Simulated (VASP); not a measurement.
Computed with r2SCAN meta-GGA, VASP's PBE PAW potentials (set 64) (plane waves; VASP).

A VASP calculation is set up with these files.

**INCAR**
```
ENCUT  =  480   # plane-wave cut-off (eV)
LASPH  =  .TRUE.   # aspherical one-centre terms
ISMEAR  =  0   # Gaussian
METAGGA  =  R2SCAN
EDIFF  =  1E-7   # SCF stop (eV)
LMAXMIX  =  4   # l cut-off of mixed one-centre charges
PREC  =  Accurate
SYSTEM  =  CsI
LMIXTAU  =  .TRUE.
NELM  =  100   # most electronic steps
EDIFFG  =  -0.01
LWAVE  =  .FALSE.
SIGMA  =  0.05   # width (eV)
LREAL  =  .FALSE.   # projection in real space or not
LCHARG  =  .FALSE.
NSW  =  30   # most ionic steps
ALGO  =  Normal   # blocked Davidson
IBRION  =  2   # conjugate gradients
ISIF  =  2
```

File KPOINTS:
```
Automatic mesh
0
Gamma
6 6 6
0 0 0
```

**POSCAR**
```
CsI
1.0
  4.6119014055  -0.0691785211   0.0000000000
 -0.0691785211   4.6119014055   0.0000000000
  0.0000000000   0.0000000000   4.6119014055
Cs I
1 1
direct
  0.0000000000   0.0000000000   0.0000000000
  0.5000000000   0.5000000000   0.5000000000
```

POTCAR, in this order: Cs_sv I (PBE.64 set). Program: vasp_std.

Task: Predict the energy per atom (σ→0).

Result: 
```yaml
energy per atom (σ→0): -26.562 eV/atom
```

### OSZICAR
```
...
DAV:  16    -0.531231393701E+02   -0.58810E-03   -0.26300E-04  1312   0.212E-01    0.851E-03
DAV:  17    -0.531232353107E+02   -0.95941E-04   -0.55577E-05  1448   0.946E-02    0.443E-03
DAV:  18    -0.531232633924E+02   -0.28082E-04   -0.14258E-05  1356   0.465E-02    0.279E-03
DAV:  19    -0.531232638977E+02   -0.50530E-06   -0.87548E-07  1620   0.102E-02    0.188E-03
DAV:  20    -0.531232636954E+02    0.20229E-06   -0.23582E-07  1240   0.452E-03    0.100E-03
DAV:  21    -0.531232638762E+02   -0.18084E-06   -0.23088E-07  1392   0.491E-03    0.948E-04
DAV:  22    -0.531232639243E+02   -0.48093E-07   -0.30662E-08   812   0.189E-03
   1 F= -.53123264E+02 E0= -.53123264E+02  d E =-.531233E+02
```

The compound is CsI in the CsCl type structure. This cell was strained or had an atom moved on purpose.
